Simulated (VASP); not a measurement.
OSZICAR of a VASP run on Mg (hcp):

OSZICAR:
```
       N       E                     dE             d eps       ncg     rms          rms(c)
DAV:   1    -0.606465913189E+00   -0.60647E+00   -0.11219E+03  3558   0.381E+02
DAV:   2    -0.300383011439E+01   -0.23974E+01   -0.22923E+01  4812   0.250E+01
DAV:   3    -0.302209320363E+01   -0.18263E-01   -0.17953E-01  4896   0.286E+00
DAV:   4    -0.302215083326E+01   -0.57630E-04   -0.57629E-04  4956   0.133E-01
DAV:   5    -0.302215116074E+01   -0.32749E-06   -0.32740E-06  4884   0.705E-03    0.966E-01
DAV:   6    -0.301624034613E+01    0.59108E-02   -0.64716E-04  4308   0.280E-01    0.619E-01
DAV:   7    -0.300874479239E+01    0.74956E-02   -0.25560E-03  3822   0.488E-01    0.347E-02
DAV:   8    -0.300875867081E+01   -0.13878E-04   -0.14266E-05  5682   0.317E-02    0.778E-03
DAV:   9    -0.300875712118E+01    0.15496E-05   -0.13060E-06  3984   0.793E-03    0.639E-04
DAV:  10    -0.300875686168E+01    0.25950E-06   -0.60585E-09  2322   0.684E-04
   1 F= -.30087569E+01 E0= -.30084354E+01  d E =-.964288E-03
```

Question: Which electronic solver shows in the log?

Answer: It is blocked Davidson (ALGO = Normal, or the opening steps of other solvers). The INCAR had ALGO = Normal.

Question: Can the final energy be trusted as converged?

Answer: Self-consistency was reached. It stopped with EDIFF = 1E-6, NELM = 100 (PBE GGA, plane waves, VASP's PBE PAW potentials (set 64)).

The compound is Mg in the hcp structure. The cell was not relaxed at this level, atoms are displaced from their ideal sites. The run is one of a series of settings (ISYM = 1 against the base run), some of them coarse on purpose.
